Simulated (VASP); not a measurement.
Given:

```
CuZn
1.0
    3.00900     0.00000     0.00000
    0.00000     3.00900     0.00000
    0.00000     0.00000     3.00900
Zn Cu
1 1
Direct
  0.50000   0.50000   0.50000
  0.00000   0.00000   0.00000
```

Computed with PBE GGA, VASP's PBE PAW potentials (set 64) (plane waves; VASP). Settings: 400 eV cut-off, 6×6×6 Monkhorst-Pack mesh, first-order Methfessel-Paxton smearing of 0.10 eV, potentials Zn Cu.

Gaps are read on the run's mesh, which can miss a band edge.

Task: Predict the energy per atom (σ→0), pressure, band gap (on the k-mesh) with the smallest direct gap where there is one.

Result: 
```
Quantity                                                    Result
------------------------  ----------------------------------------
band gap (on the k-mesh)  none (metal, semimetal or under 0.01 eV)
energy per atom (σ→0)                               -2.531 eV/atom
pressure                                                 -5.16 GPa
```

Only differences to runs with the same potentials and settings are physical.

The compound is CuZn in the CsCl type structure. The cell was not relaxed at this level. The k-mesh is coarse (spacing up to 0.35 per Å, 2π included), so the numbers may not be converged in it. The run is one of a series of settings (KPOINTS 6×6×6 Monkhorst-Pack mesh against the base run), some of them coarse on purpose. The electron count is odd and the run is not spin-polarised, which forces a metal.
